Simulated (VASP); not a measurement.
CuI (relaxed from the layer:h-BN structure): computed properties

Computed with r2SCAN meta-GGA, VASP's PBE PAW potentials (set 64) (plane waves; VASP).

```json
{
 "space_group": "P-6m2 (187)",
 "cell": "a = b = 4.3394 Å, c = 16.0472 Å, α = β = 90.00°, γ = 120.00°",
 "band gap (over mesh and band path)": "1.92 eV",
 "smallest direct gap (over mesh and band path)": "1.92 eV",
 "band_edge_character": "direct, Γ to Γ"
}
```

```
CuI
1.0
    4.33936     0.00000     0.00000
   -2.16968     3.75800     0.00000
    0.00000     0.00000    16.04722
Cu I
1 1
Direct
  0.66667   0.33333   0.50000
  0.33333   0.66667   0.50000
```

The cell holds vacuum, so volume and density refer to the whole cell. The cell holds a wide vacuum, so values per volume refer to the whole cell. Unless said otherwise, spin-orbit coupling is left out, though it shifts the bands of the heavy elements here.

The cell is a sheet with vacuum, built from a generated structure.
